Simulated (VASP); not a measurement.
```
TiO2
1.0
    4.44438     0.00000     0.00000
    0.00000     4.44438     0.00000
    0.00000     0.00000     2.89769
Ti O
2 4
Direct
  0.00000   0.00000   0.00000
  0.50000   0.50000   0.50000
  0.30191   0.30191   0.00000
  0.80191   0.19809   0.50000
  0.19809   0.80191   0.50000
  0.69809   0.69809   0.00000
```

These are PBE GGA, VASP's PBE PAW potentials (set 64) (plane waves; VASP) values and carry that method's errors. Settings: 620 eV cut-off, 5×5×8 Γ-centred mesh, Gaussian smearing of 0.050 eV, potentials Ti_sv O.

Energy and stress use the plane-wave basis of the starting cell.

Task: The ions, cell shape and volume at an external pressure of 45.0 GPa are relaxed. What does this cell relax into?

Result: 
```
TiO2
1.0
    4.37365     0.00000     0.00000
    0.00000     4.37365     0.00000
    0.00000     0.00000     2.87113
Ti O
2 4
Direct
  0.00000   0.00000   0.00000
  0.50000   0.50000   0.50000
  0.30151   0.30151   0.00000
  0.80151   0.19849   0.50000
  0.19849   0.80151   0.50000
  0.69849   0.69849   0.00000
```
Space group P4_2/mnm (136), at a tolerance of 0.03 Å.

Task: How do energy and volume change from the first to the last step?

Result: The energy (σ→0) changes by +89.6 meV/atom and the volume by -4.0 %, in 10 ionic steps.

The compound is TiO2 in the rutile structure. This run relaxes it under an external pressure of 45 GPa. Symmetry was kept, so distortions that lower it aren't found.
